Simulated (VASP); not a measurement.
Given:

```
WO6Te
1.0
    0.00000     3.76700     3.76700
    3.76700     0.00000     3.76700
    3.76700     3.76700     0.00000
Te W O
1 1 6
Direct
  0.50000   0.50000   0.50000
  0.00000   0.00000   0.00000
  0.74998   0.74998   0.25002
  0.25002   0.25002   0.74998
  0.25002   0.74998   0.74998
  0.74998   0.25002   0.25002
  0.74998   0.25002   0.74998
  0.25002   0.74998   0.25002
```

Level of theory: LDA (Ceperley-Alder, Perdew-Zunger), VASP's LDA PAW potentials (set 64) (plane waves; VASP). Settings: 520 eV cut-off, 6×6×6 Γ-centred mesh, tetrahedra with Blöchl corrections, potentials Te W_sv O.

The cores are frozen, which limits the accuracy of field gradients.

Give the principal components of the electric field gradient (V/Å²) and the asymmetry η at each nucleus.

```csv
atom,Vxx,Vyy,Vzz,η
Te1,0.0,0.0,0.0,-
W2,0.0,0.0,0.0,-
O3,-58.4,-58.4,116.8,0.00
O4,-58.4,-58.4,116.8,0.00
O5,-58.4,-58.4,116.8,0.00
O6,-58.4,-58.4,116.8,0.00
O7,-58.4,-58.4,116.8,0.00
O8,-58.4,-58.4,116.8,0.00
```

The structure comes from a computed database's TeWO6 entry (Fm-3m); how it stands against other phases isn't given here. It was relaxed first.
